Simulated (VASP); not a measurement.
# Sr: Sr into a neighbouring Sr vacancy, part 2 of 2

Aim: the barrier for one hop in Sr: Sr into a neighbouring Sr vacancy.

VASP 6.6.1; PBEsol; plane waves and PAW (Sr_sv).

So far. Step 4 (Relax the start): The run ended after 4 ionic steps, 0.024 eV below its first step, once the forces on the free atoms met EDIFFG = -0.05. Step 5 (Relax the end): The run ended after 4 ionic steps, 0.031 eV below its first step, once the forces on the free atoms met EDIFFG = -0.05.

### 6. Nudged elastic band

Images on a straight line between the ends relax across the path, while springs keep them spaced along it.

File INCAR:

```
SYSTEM = Sr
PREC = Normal
ENCUT = 280
EDIFF = 1E-05
NELM = 120
ISMEAR = 1
SIGMA = 0.15
LREAL = Auto
ALGO = Fast
GGA = PS
NBANDS = 180
LWAVE = .FALSE.
LCHARG = .FALSE.
NCORE = 2
IMAGES = 3
SPRING = -5
IBRION = 1
POTIM = 0.3
NSW = 50
EDIFFG = -0.05
ISYM = 0
ISIF = 0
```

File POSCAR:

```
Sr
1.0
   11.8380366960      0.0000000000      0.0000000000
    0.0000000000     11.8380366960      0.0000000000
    0.0000000000      0.0000000000     11.8380366960
Sr
31
Direct
    0.7489980312      0.2501538042      0.9996096358
    0.7478771071      0.0012493296      0.2489087751
    0.9999554816      0.0004654040      0.0007837040
    0.2509939353      0.2492483315      0.9995969145
    0.4996684882      0.5001137274      0.9991956676
    0.7500947068      0.7500980906      0.0003266359
    0.2502604915      0.9993565722      0.2496049750
    0.4990691882      0.2496247241      0.2507901820
    0.7479258804      0.4990737761      0.2492281129
    0.5001423178      0.0001663726      0.5006360914
    0.7505492915      0.2490479991      0.4999332885
    0.7506929214      0.0000114059      0.7507501083
    0.9997640360      0.4985795503      0.0001709761
    0.2498256386      0.7496914869      0.9997374213
    0.0003596616      0.2486194115      0.2494661588
    0.2508760044      0.5002760373      0.2493396605
    0.4999066997      0.7509031811      0.2492998979
    0.9999442171      0.9995523561      0.4990460564
    0.2504959579      0.2487679446      0.4999272755
    0.5001788184      0.4997205375      0.5000017978
    0.7494262071      0.7507973111      0.4995322971
    0.2494608873      0.9997373514      0.7505935041
    0.5011267052      0.2498776342      0.7492906439
    0.7501320018      0.5007247279      0.7495470550
    0.9987193248      0.7506867386      0.2490703680
    0.0006637403      0.4993816611      0.4983879343
    0.2505928351      0.7505691376      0.5000987294
    0.0008288487      0.2494886261      0.7499737007
    0.2506813291      0.4996720015      0.7500024774
    0.5005757599      0.7516388376      0.7506248659
    0.0006343369      0.7506716699      0.7501826824
```

File KPOINTS:

```
Automatic mesh
0
Monkhorst-Pack
2 2 2
0 0 0
```

File 00/POSCAR:

```
Sr
1.0
   11.8380366960      0.0000000000      0.0000000000
    0.0000000000     11.8380366960      0.0000000000
    0.0000000000      0.0000000000     11.8380366960
Sr
31
Direct
    0.7489980312      0.2501538042      0.9996096358
    0.7478771071      0.0012493296      0.2489087751
    0.9999554816      0.0004654040      0.0007837040
    0.2509939353      0.2492483315      0.9995969145
    0.4996684882      0.5001137274      0.9991956676
    0.7500947068      0.7500980906      0.0003266359
    0.2502604915      0.9993565722      0.2496049750
    0.4990691882      0.2496247241      0.2507901820
    0.7479258804      0.4990737761      0.2492281129
    0.5001423178      0.0001663726      0.5006360914
    0.7505492915      0.2490479991      0.4999332885
    0.7506929214      0.0000114059      0.7507501083
    0.9997640360      0.4985795503      0.0001709761
    0.2498256386      0.7496914869      0.9997374213
    0.0003596616      0.2486194115      0.2494661588
    0.2508760044      0.5002760373      0.2493396605
    0.4999066997      0.7509031811      0.2492998979
    0.9999442171      0.9995523561      0.4990460564
    0.2504959579      0.2487679446      0.4999272755
    0.5001788184      0.4997205375      0.5000017978
    0.7494262071      0.7507973111      0.4995322971
    0.2494608873      0.9997373514      0.7505935041
    0.5011267052      0.2498776342      0.7492906439
    0.7501320018      0.5007247279      0.7495470550
    0.9987193248      0.7506867386      0.2490703680
    0.0006637403      0.4993816611      0.4983879343
    0.2505928351      0.7505691376      0.5000987294
    0.0008288487      0.2494886261      0.7499737007
    0.2506813291      0.4996720015      0.7500024774
    0.5005757599      0.7516388376      0.7506248659
    0.0006343369      0.7506716699      0.7501826824
```

File 01/POSCAR:

```
Sr
1.0
   11.8380366960      0.0000000000      0.0000000000
    0.0000000000     11.8380366960      0.0000000000
    0.0000000000      0.0000000000     11.8380366960
Sr
31
Direct
    0.6866987267      0.1879163050      0.9992540199
    0.7484061296      0.0011912871      0.2486694380
    1.0000274417      0.0005200320      0.0004227716
    0.2505466941      0.2493640068      0.9997141738
    0.5000712672      0.4999173328      0.9992464634
    0.7504871905      0.7500619742     -0.0001021030
    0.2504695952      0.9996981948      0.2496538110
    0.4996014757      0.2496165427      0.2501195145
    0.7486077740      0.4992858573      0.2491307504
    0.5005426048      0.0003017667      0.5000447990
    0.7504457913      0.2495088604      0.4997437264
    0.7505319815      0.0003752586      0.7503993988
    0.9995083411      0.4988797080      0.0002533756
    0.2500148499      0.7498693052      0.9997972584
   -0.0000410928      0.2487114872      0.2492835970
    0.2506570225      0.5000857452      0.2490692892
    0.5003968098      0.7504520570      0.2489024688
    0.9995582813      0.9999978729      0.4990487353
    0.2504216405      0.2491930892      0.4996576278
    0.5002491457      0.4996537386      0.4998580958
    0.7497443274      0.7503710865      0.4998530815
    0.2496480324      1.0003257172      0.7500668224
    0.5008104210      0.2500439724      0.7491380767
    0.7501857068      0.5005997509      0.7498943562
    0.9989019795      0.7506652925      0.2493914826
    0.0003441135      0.4995944816      0.4986574829
    0.2507826641      0.7501067641      0.4998212641
    0.0001406871      0.2496680723      0.7501191757
    0.2503657858      0.4996006518      0.7502915757
    0.5003655375      0.7512147070      0.7504338177
    0.0005728295      0.7506406132      0.7501067908
```

File 02/POSCAR:

```
Sr
1.0
   11.8380366960      0.0000000000      0.0000000000
    0.0000000000     11.8380366960      0.0000000000
    0.0000000000      0.0000000000     11.8380366960
Sr
31
Direct
    0.6243994222      0.1256788057      0.9988984040
    0.7489351520      0.0011332446      0.2484301009
    1.0000994018      0.0005746600      0.0000618392
    0.2500994530      0.2494796820      0.9998314332
    0.5004740462      0.4997209382      0.9992972592
    0.7508796742      0.7500258577     -0.0005308419
    0.2506786990      1.0000398174      0.2497026471
    0.5001337632      0.2496083612      0.2494488469
    0.7492896675      0.4994979384      0.2490333880
    0.5009428918      0.0004371607      0.4994535065
    0.7503422910      0.2499697216      0.4995541642
    0.7503710416      0.0007391112      0.7500486893
    0.9992526462      0.4991798658      0.0003357752
    0.2502040612      0.7500471235      0.9998570954
   -0.0004418473      0.2488035629      0.2491010352
    0.2504380406      0.4998954531      0.2487989178
    0.5008869199      0.7500009329      0.2485050396
    0.9991723455      1.0004433898      0.4990514142
    0.2503473230      0.2496182337      0.4993879801
    0.5003194730      0.4995869396      0.4997143937
    0.7500624477      0.7499448618      0.5001738659
    0.2498351776      1.0009140829      0.7495401406
    0.5004941368      0.2502103107      0.7489855095
    0.7502394118      0.5004747738      0.7502416574
    0.9990846342      0.7506438464      0.2497125973
    0.0000244868      0.4998073021      0.4989270315
    0.2509724932      0.7496443906      0.4995437988
   -0.0005474745      0.2498475186      0.7502646507
    0.2500502426      0.4995293021      0.7505806740
    0.5001553150      0.7507905764      0.7502427695
    0.0005113221      0.7506095566      0.7500308992
```

File 03/POSCAR:

```
Sr
1.0
   11.8380366960      0.0000000000      0.0000000000
    0.0000000000     11.8380366960      0.0000000000
    0.0000000000      0.0000000000     11.8380366960
Sr
31
Direct
    0.5621001176      0.0634413064      0.9985427881
    0.7494641744      0.0010752020      0.2481907638
    1.0001713619      0.0006292880     -0.0002990932
    0.2496522118      0.2495953572      0.9999486926
    0.5008768252      0.4995245436      0.9993480551
    0.7512721580      0.7499897413     -0.0009595807
    0.2508878027      1.0003814400      0.2497514832
    0.5006660507      0.2496001798      0.2487781794
    0.7499715610      0.4997100196      0.2489360256
    0.5013431789      0.0005725548      0.4988622140
    0.7502387908      0.2504305829      0.4993646021
    0.7502101018      0.0011029639      0.7496979798
    0.9989969512      0.4994800236      0.0004181747
    0.2503932724      0.7502249419      0.9999169325
   -0.0008426017      0.2488956386      0.2489184733
    0.2502190587      0.4997051610      0.2485285465
    0.5013770300      0.7495498088      0.2481076104
    0.9987864097      1.0008889066      0.4990540930
    0.2502730056      0.2500433782      0.4991183324
    0.5003898002      0.4995201406      0.4995706916
    0.7503805680      0.7495186372      0.5004946503
    0.2500223227      1.0015024486      0.7490134589
    0.5001778527      0.2503766490      0.7488329423
    0.7502931167      0.5003497968      0.7505889586
    0.9992672888      0.7506224004      0.2500337120
   -0.0002951400      0.5000201226      0.4991965801
    0.2511623222      0.7491820170      0.4992663336
   -0.0012356362      0.2500269648      0.7504101258
    0.2497346994      0.4994579524      0.7508697722
    0.4999450926      0.7503664459      0.7500517213
    0.0004498147      0.7505785000      0.7499550076
```

File 04/POSCAR:

```
Sr
1.0
   11.8380366960      0.0000000000      0.0000000000
    0.0000000000     11.8380366960      0.0000000000
    0.0000000000      0.0000000000     11.8380366960
Sr
31
Direct
    0.4998008131      0.0012038072      0.9981871722
    0.7499931969      0.0010171595      0.2479514267
    1.0002433220      0.0006839160     -0.0006600256
    0.2492049706      0.2497110325      1.0000659519
    0.5012796042      0.4993281490      0.9993988509
    0.7516646417      0.7499536248     -0.0013883196
    0.2510969064      1.0007230626      0.2498003192
    0.5011983382      0.2495919984      0.2481075119
    0.7506534546      0.4999221008      0.2488386631
    0.5017434659      0.0007079489      0.4982709216
    0.7501352906      0.2508914442      0.4991750400
    0.7500491619      0.0014668166      0.7493472703
    0.9987412563      0.4997801813      0.0005005742
    0.2505824837      0.7504027602      0.9999767696
   -0.0012433561      0.2489877143      0.2487359115
    0.2500000768      0.4995148689      0.2482581752
    0.5018671401      0.7490986847      0.2477101813
    0.9984004739      1.0013344234      0.4990567719
    0.2501986881      0.2504685228      0.4988486847
    0.5004601275      0.4994533417      0.4994269896
    0.7506986883      0.7490924125      0.5008154347
    0.2502094679      1.0020908144      0.7484867772
    0.4998615685      0.2505429872      0.7486803751
    0.7503468217      0.5002248198      0.7509362598
    0.9994499435      0.7506009543      0.2503548266
   -0.0006147667      0.5002329431      0.4994661287
    0.2513521512      0.7487196435      0.4989888683
   -0.0019237978      0.2502064110      0.7505556008
    0.2494191561      0.4993866027      0.7511588705
    0.4997348702      0.7499423153      0.7498606731
    0.0003883073      0.7505474433      0.7498791160
```

Potentials, in the order of the species: Sr_sv (PBE family, release 64).

On the command line:

```sh
$ mpirun -np 6 vasp_std
```

Run time: 12 min. Hardware: 6 MPI ranks of Intel Xeon 6975P-C (Granite Rapids), shared host; peak memory 2.1 GiB.

Images along the path:

```
image  path (A)  energy (eV)      Sr1: x, y, z (Å)
    0     0.000       0.0000  8.867, 2.961, 11.833
    1     1.124       0.2100  8.177, 2.261, 11.831
    2     2.251       0.4205  7.396, 1.482, 11.830
    3     3.377       0.2087  6.617, 0.700, 11.831
    4     4.502       0.0008  5.917, 0.014, 11.817
```

This step gave:

| Item | Value |
| --- | --- |
| electronic cycles | 151 |
| path length | 4.502 Å |
| barrier | 0.4205 eV |
| barrier in the reverse direction | 0.4197 eV |
| barrier from a spline through the images | 0.4205 eV |
| reaction energy | 7.59e-4 eV |

What the program prints for this run, and its count of cycles, belong to image 1; the force that counts for the threshold is the band's, across the path.

### 7. Outcome

```json
{
  "hop": "Sr into a neighbouring Sr vacancy",
  "barrier": "0.420 eV",
  "barrier in the reverse direction": "0.420 eV",
  "barrier from a spline through the images": "0.420 eV",
  "reaction energy": "7.6e-4 eV",
  "path length": "4.50 Å"
}
```

The barrier is 0.42 eV forwards and 0.42 eV backwards. With an attempt frequency of 10¹³ per second, taken as a typical value, this barrier gives about 10^6 hops a second at 300 K. Both ends are alike and an image sits at the midpoint, which is the saddle if the path is symmetric. The band met its force threshold after 13 steps. Cell and mesh are small and were not tested. The band started on a straight line, so other routes may lie lower.

[Lines on the potential files, build, host, timing and source positions are cut from VASP's logs without a mark.]

[Logs are printed without paths, hosts, clocks, repeated set-up lines and the standing remarks that a program may print on its own settings, such as how far it seeks lower states.]

[Hosts, paths, dates, database ids (printed as entryN), source tags and the programs' standing remarks are cut or masked in the printed files.]

[Runs that stopped without an error message from VASP are left out.]
